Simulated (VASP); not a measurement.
Output of a VASP run:

File OSZICAR:
```
...
DAV:   5    -0.255656936351E+02    0.16087E-04   -0.36791E-05  4584   0.885E-02    0.163E-01
DAV:   6    -0.255656711856E+02    0.22449E-04   -0.42715E-05  4154   0.614E-02    0.742E-02
DAV:   7    -0.255656722710E+02   -0.10854E-05   -0.25209E-05  5188   0.558E-02    0.469E-02
DAV:   8    -0.255656694614E+02    0.28096E-05   -0.27560E-06  4018   0.217E-02    0.595E-03
DAV:   9    -0.255656687285E+02    0.73283E-06   -0.83393E-07  2170   0.116E-02
   4 F= -.25565669E+02 E0= -.25565491E+02  d E =-.798098E+00  mag=     2.1639
       N       E                     dE             d eps       ncg     rms          rms(c)
DAV:   1    -0.255729890916E+02   -0.73196E-02   -0.14113E-01  4056   0.592E+00    0.152E+00
DAV:   2    -0.255665990639E+02    0.63900E-02   -0.29685E-02  4106   0.297E+00    0.117E+00
DAV:   3    -0.255655372355E+02    0.10618E-02   -0.31239E-03  4478   0.904E-01    0.143E-01
DAV:   4    -0.255654058804E+02    0.13136E-03   -0.71414E-04  4500   0.223E-01    0.156E-01
DAV:   5    -0.255653902974E+02    0.15583E-04   -0.35082E-05  4554   0.872E-02    0.153E-01
DAV:   6    -0.255653695450E+02    0.20752E-04   -0.39242E-05  4146   0.590E-02    0.685E-02
DAV:   7    -0.255653708922E+02   -0.13472E-05   -0.22638E-05  5224   0.535E-02    0.426E-02
DAV:   8    -0.255653683194E+02    0.25728E-05   -0.25009E-06  3928   0.208E-02    0.574E-03
DAV:   9    -0.255653676631E+02    0.65623E-06   -0.75881E-07  2102   0.112E-02
   5 F= -.25565368E+02 E0= -.25565256E+02  d E =-.797797E+00  mag=     2.1519
       N       E                     dE             d eps       ncg     rms          rms(c)
DAV:   1    -0.255889787141E+02   -0.23610E-01   -0.43024E-01  4050   0.104E+01    0.422E+00
DAV:   2    -0.255699581497E+02    0.19021E-01   -0.10373E-01  4118   0.537E+00    0.424E+00
DAV:   3    -0.255657367456E+02    0.42214E-02   -0.86861E-03  4394   0.150E+00    0.489E-01
DAV:   4    -0.255652654538E+02    0.47129E-03   -0.24424E-03  4590   0.393E-01    0.450E-01
DAV:   5    -0.255652213149E+02    0.44139E-04   -0.27759E-04  4560   0.262E-01    0.443E-01
DAV:   6    -0.255652251482E+02   -0.38333E-05   -0.15672E-04  4128   0.135E-01    0.189E-01
DAV:   7    -0.255652135676E+02    0.11581E-04   -0.31160E-05  4774   0.658E-02    0.387E-02
DAV:   8    -0.255652058953E+02    0.76723E-05   -0.17350E-05  4518   0.340E-02    0.242E-02
DAV:   9    -0.255652018422E+02    0.40531E-05   -0.36767E-06  4518   0.252E-02    0.763E-03
DAV:  10    -0.255652014816E+02    0.36066E-06   -0.34948E-07  2328   0.860E-03
   6 F= -.25565201E+02 E0= -.25564987E+02  d E =0.166182E-03  mag=     2.1737
       N       E                     dE             d eps       ncg     rms          rms(c)
DAV:   1    -0.255731914499E+02   -0.79896E-02   -0.13840E-01  4056   0.585E+00    0.153E+00
DAV:   2    -0.255669275857E+02    0.62639E-02   -0.29330E-02  4106   0.294E+00    0.119E+00
DAV:   3    -0.255658611122E+02    0.10665E-02   -0.31120E-03  4478   0.899E-01    0.140E-01
DAV:   4    -0.255657334345E+02    0.12768E-03   -0.71281E-04  4506   0.222E-01    0.157E-01
DAV:   5    -0.255657182392E+02    0.15195E-04   -0.34513E-05  4556   0.862E-02    0.154E-01
DAV:   6    -0.255656972977E+02    0.20941E-04   -0.38659E-05  4140   0.584E-02    0.708E-02
DAV:   7    -0.255656984351E+02   -0.11374E-05   -0.23325E-05  5214   0.537E-02    0.426E-02
DAV:   8    -0.255656956964E+02    0.27387E-05   -0.25376E-06  3916   0.211E-02    0.593E-03
DAV:   9    -0.255656950470E+02    0.64941E-06   -0.77332E-07  2146   0.111E-02
   7 F= -.25565695E+02 E0= -.25565532E+02  d E =-.327384E-03  mag=     2.1607
```

**OUTCAR**
```
------------------------ aborting loop because EDIFF is reached ----------------------------------------
  FORCE on cell =-STRESS in cart. coord.  units (eV):
  Direction    XX          YY          ZZ          XY          YZ          ZX
  --------------------------------------------------------------------------------------
  Total        0.0194470      0.0194470      0.0194470      0.0000000     -0.0000000     -0.0000000
  in kB        1.4649434      1.4649434      1.4649434      0.0000000     -0.0000000     -0.0000000
  external PRESSURE =       1.4649434 kB  Pullay stress =       0.0000000 kB
  volume of cell :       21.27
      direct lattice vectors                 reciprocal lattice vectors
    -0.000000000  2.199062602  2.199062602    -0.227369607  0.227369607  0.227369607
     2.199062602 -0.000000000  2.199062602     0.227369607 -0.227369607  0.227369607
     2.199062602  2.199062602  0.000000000     0.227369607  0.227369607 -0.227369607
 POSITION                                       TOTAL-FORCE (eV/Angst)
 -----------------------------------------------------------------------------------
      0.00000      0.00000      0.00000        -0.000000     -0.000000      0.000000
      1.09953      1.09953      1.09953         0.000000      0.000000     -0.000000
 -----------------------------------------------------------------------------------
    total drift:                               -0.000002     -0.000002     -0.000002
  FREE ENERGIE OF THE ION-ELECTRON SYSTEM (eV)
  ---------------------------------------------------
  free  energy   TOTEN  =       -25.5656950470 eV

  energy  without entropy=      -25.5652065545  energy(sigma->0) =      -25.56553222

 total charge

# of ion       s       p       d       tot
------------------------------------------
    1        0.609   6.388   4.228  11.225
    2        1.268   2.516   0.000   3.785
--------------------------------------------------
tot          1.878   8.904   4.228  15.010

 magnetization (x)

# of ion       s       p       d       tot
------------------------------------------
    1        0.154   0.016   2.177   2.347
    2       -0.010  -0.122   0.000  -0.132
--------------------------------------------------
tot          0.144  -0.106   2.177   2.215

 reached required accuracy - stopping structural energy minimisation
```
(Selected blocks of OUTCAR.)

### POSCAR
```
CrN
1
    0.0000000000     2.4248710000     2.4248710000
    2.4248710000     0.0000000000     2.4248710000
    2.4248710000     2.4248710000     0.0000000000
Cr N
1 1
Direct
  0.0000000000   0.0000000000   0.0000000000
  0.2500000000   0.2500000000   0.2500000000
```

Task: Reconstruct the remaining input files.

Result: One answer among several that fit: the input of the run itself, r2SCAN meta-GGA, plane waves, VASP's PBE PAW potentials (set 64).

INCAR:
```
SYSTEM  =  CrN
PREC  =  Accurate; ENCUT  =  520; LREAL  =  .FALSE.
LASPH  =  .TRUE.
EDIFF  =  1E-6; NELM  =  100; ALGO  =  Normal
LMAXMIX  =  4; LMIXTAU  =  .TRUE.
ISMEAR  =  1; SIGMA  =  0.1
METAGGA  =  R2SCAN
MAGMOM  =  3.0 0.0
ISPIN  =  2
IBRION  =  2; NSW  =  60; ISIF  =  3
EDIFFG  =  -0.01
LWAVE  =  .FALSE.; LCHARG  =  .FALSE.; LORBIT  =  10
```

File KPOINTS:
```
Automatic mesh
0
Gamma
12 12 12
0 0 0
```

POTCAR, in this order: Cr_pv N (PBE.64 set). Program: vasp_std.

Energy and stress use the plane-wave basis of the starting cell. The moments were started parallel, and other spin orders were not tried in this run.

The structure was generated: CrN was put into the zinc blende type (F-43m), which need not be its known phase. This run relaxes it. Symmetry was kept, so distortions that lower it aren't found.
